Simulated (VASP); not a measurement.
Given:

```yaml
crystal:
  lattice:
    - [3.99840, 0.00000, 0.00000]
    - [0.00000, 3.99840, 0.00000]
    - [0.00000, 0.00000, 3.99840]
  atoms:
    - { symbol: Ti, position: [0.00000, 0.00000, 0.00000] }
    - { symbol: Pt, position: [0.00000, 0.50000, 0.50000] }
    - { symbol: Pt, position: [0.50000, 0.00000, 0.50000] }
    - { symbol: Pt, position: [0.50000, 0.50000, 0.00000] }
```

Calculation: PBE GGA, VASP's PBE PAW potentials (set 64) (plane waves; VASP). Settings: 400 eV cut-off, 7×7×7 Γ-centred mesh, first-order Methfessel-Paxton smearing of 0.10 eV, potentials Ti_sv Pt.

### Question
Give the stress tensor in GPa (positive for a compressed cell).

### Answer

```
-8.54   0.00   0.00
 0.00  -8.54   0.00
 0.00   0.00  -8.54
```
The pressure is its mean diagonal, -8.54 GPa.

The compound is Pt3Ti in the L1_2 structure. The cell was not relaxed at this level.
